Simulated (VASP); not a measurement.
Input:

```yaml
crystal:
  lattice:
    - [0.00000, 2.44298, 2.44298]
    - [2.44298, 0.00000, 2.44298]
    - [2.44298, 2.44298, 0.00000]
  atoms:
    - { symbol: Ho, position: [0.00000, 0.00000, 0.00000] }
```

Computed with PBEsol GGA, VASP's PBE PAW potentials (set 64) (plane waves; VASP). Settings: 400 eV cut-off, Gaussian smearing of 0.050 eV, potentials Ho_3.

The 4f electrons are frozen in the core of the lanthanide potential, so 4f levels, which can set the real gap, and their magnetism are missing.

Give the energies of bands 4 to 7 at the high-symmetry points, in eV from the Fermi level.

```json
[
 {"band": "4", "Γ": "-5.48", "X": "-2.17", "U": "-1.28", "L": "-2.44", "W": "-0.91"},
 {"band": "5", "Γ": "2.00", "X": "-1.15", "U": "-0.55", "L": "1.08", "W": "0.36"},
 {"band": "6", "Γ": "2.00", "X": "2.75", "U": "1.40", "L": "1.78", "W": "0.36"},
 {"band": "7", "Γ": "2.00", "X": "6.45", "U": "4.23", "L": "1.78", "W": "2.83"}
]
```

It has no gap at this level: it comes out as a metal or semimetal.

The structure was generated: Ho was put into the fcc type (Fm-3m), which need not be its known phase. It was relaxed first, which changed the volume by -7 %.
